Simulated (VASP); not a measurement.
```yaml
crystal:
  lattice:
    - [4.50603, 0.00000, 0.00000]
    - [0.00000, 4.50603, 0.00000]
    - [0.00000, 0.00000, 4.50603]
  atoms:
    - { symbol: Rb, position: [0.00000, 0.00000, 0.00000] }
    - { symbol: Ca, position: [0.50000, 0.50000, 0.50000] }
    - { symbol: H, position: [0.50000, 0.00000, 0.50000] }
    - { symbol: H, position: [0.00000, 0.50000, 0.50000] }
    - { symbol: H, position: [0.50000, 0.50000, 0.00000] }
```

Method: r2SCAN meta-GGA, VASP's PBE PAW potentials (set 64) (plane waves; VASP). Numerical set-up: 400 eV cut-off, 6×6×6 Γ-centred mesh, Gaussian smearing of 0.010 eV, potentials Rb_sv Ca_sv H.

Q: Give the direction-averaged independent-particle dielectric function (no local fields, no excitons; a broadening of 0.1 eV leaves a tail below the gap, and fine structure carries the noise of the k-mesh).

A: 
| ħω (eV) | ε₁ | ε₂ |
|---|---|---|
| 0.00 | 2.98 | 0.00 |
| 0.50 | 2.99 | 0.00 |
| 1.00 | 3.02 | 0.01 |
| 1.50 | 3.08 | 0.01 |
| 2.00 | 3.16 | 0.02 |
| 2.50 | 3.30 | 0.03 |
| 3.00 | 3.51 | 0.06 |
| 3.50 | 3.93 | 0.14 |
| 4.00 | 4.50 | 0.62 |
| 4.50 | 4.46 | 2.26 |
| 5.00 | 2.92 | 1.04 |
| 5.50 | 3.93 | 3.14 |
| 6.00 | 2.40 | 2.05 |
| 6.50 | 3.83 | 1.79 |
| 7.00 | 4.11 | 4.53 |
| 7.50 | 1.20 | 5.83 |
| 8.10 | -0.60 | 2.48 |
| 8.60 | -0.27 | 1.46 |
| 9.10 | 0.40 | 1.34 |
| 9.60 | 0.60 | 1.08 |
| 10.10 | 0.97 | 0.65 |
| 10.60 | 0.55 | 1.91 |
| 11.10 | 0.56 | 0.79 |
| 11.60 | 0.81 | 0.74 |
| 12.10 | 0.85 | 0.59 |
| 12.60 | 1.01 | 0.77 |
| 13.10 | 0.71 | 0.62 |
| 13.60 | 1.15 | 0.50 |
| 14.10 | 1.09 | 0.72 |
| 14.60 | 1.21 | 0.39 |
| 15.10 | 1.31 | 0.91 |
| 15.70 | 1.15 | 0.77 |
ε₂ peaks at 4.8 eV (height 2.6), 5.5 eV (height 3.1), 7.5 eV (height 5.8), 10.5 eV (height 1.9); ε₁(0) averages 2.98, so the electronic refractive index below the gap tends to √2.98 = 1.73.

The structure comes from a computed database's RbCaH3 entry (Pm-3m); how it stands against other phases isn't given here. It was relaxed first.
